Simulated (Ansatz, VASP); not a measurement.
## Two plane-wave programs on WF

```
W F
1.0
     1.36589    0.78860    5.06960
    -1.36589    0.78860    5.06960
     0.00000   -1.57719    5.06960
W F
1 1
Cartesian
  0.0000 0.0000 12.3818
  0.0000 0.0000 14.2525
```

The cell was built by a generator and needn't be a form met in nature.

Alike in both runs: task single point; functional PBE; k mesh 11 × 11 × 11; occupations fermi-dirac, width 0.05 eV; no spin polarisation.

|  | VASP | Ansatz |
| --- | --- | --- |
| version | VASP 6.6.1 | Ansatz 0.2.0 |
| potentials or method | VASP PAW PBE potentials, release 64 (W_sv, F) | Ansatz PAW |
| plane-wave cutoff (eV) | 520 | 420 |
| valence electrons in the cell | 21 | 21 |

|  | VASP | Ansatz | Ansatz less VASP |
| --- | --- | --- | --- |
| gap on the k mesh at the Fermi level (eV) | none | none | - |
| pressure (GPa) | 1.7 | 0.5 | -1.17 |
| largest component of the traceless stress (GPa) | 1.32 | 0.82 | -0.495 |
| rms of the force components (eV/Å) | 0.232 | 0.002 | -0.2301 |

Atom by atom the forces differ by 0.230 eV/Å (rms over components). A gap of «none» marks a metal or a gap that the smearing closes.

Caveats: an odd number of electrons without spin polarisation forces a metal; a magnetic or distorted state may lie lower; the pressure holds a Pulay correction of +0.4 GPa for the finite cutoff (Ansatz). Spin-orbit coupling is left out, which matters for the levels of W.
